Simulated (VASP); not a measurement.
Wanted: the native input for a VASP 6.6.1 run.

| Property | Result |
| --- | --- |
| Task | band structure |
| Functional | PBE |
| Potentials or basis | VASP PAW PBE potentials, release 64 (W_sv, Ta_pv, C) |
| Cutoff | 900 eV |
| k mesh | 7 × 7 × 7 |
| Occupations | fermi-dirac, width 0.05 eV |
| Spin | no spin polarisation |
| Further INCAR settings | ALGO = Normal; EDIFF = 1e-06; NBANDS = 24 |

The structure of TaWC2 lies in POSCAR:

```
TaWC2
1.0
    1.5718551461      0.9075109917      5.1016196719
   -1.5718551461      0.9075109917      5.1016196719
    0.0000000000     -1.8150219835      5.1016196719
W Ta C
1 1 2
Direct
    0.0000000000      0.0000000000      0.0000000000
    0.5000000000      0.5000000000      0.5000000000
    0.2509330000      0.2509330000      0.2509330000
    0.7490670000      0.7490670000      0.7490670000
```

The cell comes from a database or a generator and needn't be the stable form of this composition.

One way to write it, as run:

INCAR

```
  PREC = Accurate
  ENCUT = 900
  EDIFF = 1E-6
  ISMEAR = -1
  SIGMA = 0.05
  LREAL = False
  LASPH = True
  NELM = 100
  ALGO = Normal
  ISIF = 2
  LWAVE = False
  LCHARG = False
  LMAXMIX = 4
  GGA = PE
  NBANDS = 24
```

KPOINTS

```
regular mesh
0
Gamma
  7 7 7
```

KPOINTS_OPT

```
path GLB1,BZGX,QFP1Z,LP
15
line-mode
reciprocal
 0.0000000000  0.0000000000  0.0000000000  G
 0.5000000000  0.0000000000  0.0000000000  L

 0.5000000000  0.0000000000  0.0000000000  L
 0.5000000000  0.1877624847 -0.1877624847  B1

 0.8122375153  0.5000000000  0.1877624847  B
 0.5000000000  0.5000000000  0.5000000000  Z

 0.5000000000  0.5000000000  0.5000000000  Z
 0.0000000000  0.0000000000  0.0000000000  G

 0.0000000000  0.0000000000  0.0000000000  G
 0.3438812424  0.0000000000 -0.3438812424  X

 0.6561187576  0.3438812424  0.0000000000  Q
 0.5000000000  0.5000000000  0.0000000000  F

 0.5000000000  0.5000000000  0.0000000000  F
 0.6561187576  0.6561187576  0.1877624847  P1

 0.6561187576  0.6561187576  0.1877624847  P1
 0.5000000000  0.5000000000  0.5000000000  Z

 0.5000000000  0.0000000000  0.0000000000  L
 0.8122375153  0.3438812424  0.3438812424  P
```

Potentials or basis: VASP PAW PBE potentials, release 64 (W_sv, Ta_pv, C).

The run is started by

```bash
$ cat potpaw_PBE.64/W_sv/POTCAR potpaw_PBE.64/Ta_pv/POTCAR potpaw_PBE.64/C/POTCAR > POTCAR
$ mpirun -np 1 vasp_std > vasp.out
```

It gave:

```yaml
Pressure: -1.8 GPa
Largest_force: 0.039 eV/Å
Band_gap_along_the_path: none (metal or under the smearing width)
```

Caveat: spin-orbit coupling is left out, which moves the levels of the heavy elements.

Run time: 7.4 min on 1 thread of AMD EPYC 9R45 96-Core Processor (Zen 5) (shared host), peak memory 0.43 GiB.
